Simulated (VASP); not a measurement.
A convergence study with VASP on Cu (fcc): a few settings are varied, all else stays as given below, so the limit is that of these other settings. The cell's lengths are 1 % over those of the tabulated start, so it is off equilibrium.

```xyz
1
Lattice="0.0000 1.8231 1.8231 1.8231 0.0000 1.8231 1.8231 1.8231 0.0000" Properties=species:S:1:pos:R:3 pbc="T T T"
Cu     0.0000     0.0000     0.0000
```

All values below come from PBE GGA, VASP's PBE PAW potentials (set 64) (plane waves; VASP). The last row used: 550 eV cut-off, 14×14×14 Γ-centred mesh, first-order Methfessel-Paxton smearing of 0.10 eV, potentials Cu.

| setting | E (eV/atom) | pressure (GPa) | electronic steps |
|---|---|---|---|
| ALGO = Normal, EDIFF = 1E-2 | -3.7296 | -44.84 | 8 |
| ALGO = Normal, EDIFF = 1E-3 | -3.7279 | -2.00 | 10 |
| ALGO = Normal, EDIFF = 1E-4 | -3.7279 | -1.98 | 10 |
| ALGO = Normal, EDIFF = 1E-5 | -3.7279 | -1.78 | 10 |
| ALGO = Normal, EDIFF = 1E-6 | -3.7279 | -1.21 | 12 |
| ALGO = Normal, EDIFF = 1E-7 | -3.7279 | -1.20 | 12 |
| ALGO = Normal, EDIFF = 1E-8 | -3.7279 | -1.20 | 14 |
| ALGO = Normal, EDIFF = 1E-9 | -3.7279 | -1.20 | 16 |
| ALGO = Fast, EDIFF = 1E-2 | -3.7292 | 59.05 | 8 |
| ALGO = Fast, EDIFF = 1E-3 | -3.7279 | 1.03 | 10 |
| ALGO = Fast, EDIFF = 1E-4 | -3.7279 | -8.35 | 11 |
| ALGO = Fast, EDIFF = 1E-5 | -3.7279 | -0.71 | 13 |
| ALGO = Fast, EDIFF = 1E-6 | -3.7279 | -0.90 | 14 |
| ALGO = Fast, EDIFF = 1E-7 | -3.7279 | -0.89 | 15 |
| ALGO = Fast, EDIFF = 1E-8 | -3.7279 | -1.13 | 19 |
| ALGO = Fast, EDIFF = 1E-9 | -3.7279 | -1.21 | 23 |
| ALGO = All, EDIFF = 1E-2 | -3.7262 | -1.84 | 10 |
| ALGO = All, EDIFF = 1E-3 | -3.7279 | -1.42 | 12 |
| ALGO = All, EDIFF = 1E-4 | -3.7279 | -1.01 | 13 |
| ALGO = All, EDIFF = 1E-5 | -3.7279 | -1.20 | 14 |
| ALGO = All, EDIFF = 1E-6 | -3.7279 | -1.23 | 15 |
| ALGO = All, EDIFF = 1E-7 | -3.7279 | -1.20 | 17 |
| ALGO = All, EDIFF = 1E-8 | -3.7279 | -1.20 | 18 |
| ALGO = All, EDIFF = 1E-9 | -3.7279 | -1.20 | 21 |

Left out are rungs that failed or repeat a setting and relaxations that didn't move; long series are thinned to 24 rows.

The compound is Cu in the fcc structure. The cell was not relaxed at this level.
